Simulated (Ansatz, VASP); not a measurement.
## Cs3SI: VASP beside Ansatz

Contents of INCAR:

```
PREC = Accurate ; ENCUT = 600
EDIFF = 1E-7 ; ISMEAR = 0
SIGMA = 0.02 ; LREAL = F
LASPH = T ; NELM = 100
ALGO = Normal ; ISIF = 3
LWAVE = F ; LCHARG = F
GGA = PE ; IBRION = 2
NSW = 100 ; EDIFFG = -0.01
```

The input KPOINTS:

```
regular mesh
0
Gamma
  4 4 4
```

File POSCAR:

```
Cs3SI
1.0
    6.6874934834      0.0000000000      0.0000000000
    0.0000000000      6.6874934834      0.0000000000
    0.0000000000      0.0000000000      6.6874934834
Cs S I
3 1 1
Direct
    0.5000000000      0.0000000000      0.0000000000
    0.0000000000      0.5000000000      0.0000000000
    0.0000000000      0.0000000000      0.5000000000
    0.0000000000      0.0000000000      0.0000000000
    0.5000000000      0.5000000000      0.5000000000
```

Input for Ansatz:

```yaml
crystal:
  lattice:
    - [6.6874934834, 0.0, 0.0]
    - [0.0, 6.6874934834, 0.0]
    - [0.0, 0.0, 6.6874934834]
  atoms:
    - { symbol: Cs, position: [0.5, 0.0, 0.0] }
    - { symbol: Cs, position: [0.0, 0.5, 0.0] }
    - { symbol: Cs, position: [0.0, 0.0, 0.5] }
    - { symbol: S, position: [0.0, 0.0, 0.0] }
    - { symbol: I, position: [0.5, 0.5, 0.5] }
basis:
  ecutwfc: 420
kpoints:
  mp_grid: { grid: [4, 4, 4] }
hamiltonian:
  xc: pbe
scf:
  occupations: { method: gaussian, width: 0.02 }
output:
  forces: true
  stress: true
  eigenvalues: true
relax:
  adjacent_minimum: "off"
  f_tol: 0.01
  max_steps: 80
  cell: { stress_tol: 0.05 }
```

Alike in both runs: task relaxation of cell and atoms; functional PBE; k mesh 4 × 4 × 4; occupations gaussian, width 0.02 eV; no spin polarisation.

|  | VASP | Ansatz |
| --- | --- | --- |
| version | VASP 6.6.1 | Ansatz 0.2.0 |
| potentials or method | VASP PAW PBE potentials, release 64 (Cs_sv, S, I) | scalar-relativistic, plane waves, PAW |
| plane-wave cutoff (eV) | 600 | 420 |
| valence electrons in the cell | 40 | 50 |

```tsv
	VASP	Ansatz	Ansatz less VASP
gap on the k mesh at the Fermi level, each at its own relaxed structure (eV)	1.06	1.09	+0.031
relaxed volume (Å³/atom)	59.96	59.82	-0.140
relaxed cell length with the largest relative difference (Å)	6.693	6.687	-0.0052
```

The two sets of potentials don't hold the same shells in valence.

Caveats: spin-orbit coupling is left out, which moves the levels of the heavy elements. A k mesh can miss the band edges.
